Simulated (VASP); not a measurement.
```
CELL_PARAMETERS angstrom
      0.00000     2.73970     2.73970
      2.73970     0.00000     2.73970
      2.73970     2.73970     0.00000
ATOMIC_POSITIONS crystal
  Be 0.00000 0.00000 0.00000
  Te 0.25000 0.25000 0.25000
```

Calculation: PBEsol GGA, VASP's PBE PAW potentials (set 64) (plane waves; VASP). Settings: 500 eV cut-off, 8×8×8 Γ-centred mesh, Gaussian smearing of 0.050 eV, potentials Be Te.

Unless said otherwise, spin-orbit coupling is left out, though it shifts the bands of the heavy elements here.

Predict the energy per atom (σ→0), pressure, band gap (on the k-mesh) with the smallest direct gap where there is one.

```
Quantity                                      Value
-----------------------------------  --------------
band gap (on the k-mesh)                    1.64 eV
smallest direct gap (on the k-mesh)         3.52 eV
energy per atom (σ→0)                -4.085 eV/atom
pressure                                   5.01 GPa
```

The absolute energy has meaning only against runs of the same code, potentials and settings.

The compound is BeTe in the zinc blende structure. It was relaxed first under an external pressure of 5 GPa.
